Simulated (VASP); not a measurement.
Consider the following.

```
HfZrC2
1.0
    0.00000     2.31865     2.31865
    2.31865     0.00000     2.31865
    9.28026     9.28026    -0.00568
Zr C Hf
2 4 2
Direct
  0.00188   0.00188   0.99859
  0.99812   0.99812   0.25141
  0.50000   0.50000   0.12500
  0.49558   0.49558   0.37832
  0.50000   0.50000   0.62500
  0.50442   0.50442   0.87168
  0.99811   0.99811   0.50142
  0.00189   0.00189   0.74858
```

Level of theory: PBEsol GGA, VASP's PBE PAW potentials (set 64) (plane waves; VASP 6.6.1). Numerical set-up: 520 eV cut-off, Gaussian smearing of 0.050 eV, potentials Zr_sv C Hf_pv.

Question: Give the energies of bands 22 to 35 at the high-symmetry points, in eV from the Fermi level.

Answer: 
| band | Γ | T | H2 | L | S0 | F |
|---|---|---|---|---|---|---|
| 22 | -2.96 | -2.80 | -3.86 | -2.89 | -3.88 | -3.09 |
| 23 | -2.96 | -2.72 | -2.70 | -2.81 | -2.70 | -3.07 |
| 24 | -1.84 | -2.72 | -2.65 | -2.75 | -2.65 | -2.66 |
| 25 | -1.84 | -0.86 | -2.59 | -2.74 | -2.59 | -2.60 |
| 26 | -1.84 | -0.83 | -2.53 | -2.66 | -2.53 | -2.25 |
| 27 | -1.84 | -0.40 | -2.33 | -2.26 | -2.32 | -1.94 |
| 28 | 0.96 | -0.40 | -2.29 | -2.15 | -2.27 | -1.86 |
| 29 | 0.97 | -0.40 | -2.22 | -0.74 | -2.26 | -1.85 |
| 30 | 0.97 | -0.40 | -2.17 | -0.62 | -2.17 | -0.01 |
| 31 | 1.14 | 1.63 | 2.58 | 0.30 | 2.57 | -0.01 |
| 32 | 1.16 | 1.63 | 2.78 | 0.35 | 2.98 | 1.62 |
| 33 | 1.16 | 1.81 | 3.26 | 3.36 | 3.00 | 1.63 |
| 34 | 2.76 | 1.81 | 3.43 | 3.75 | 3.53 | 4.83 |
| 35 | 2.77 | 2.07 | 3.80 | 4.87 | 3.62 | 4.91 |

It has no gap at this level: it comes out as a metal or semimetal.

The structure was generated: Hf2Zr2C4 was put into an ordered model structure (R-3m), which need not be its known phase. It was relaxed first.
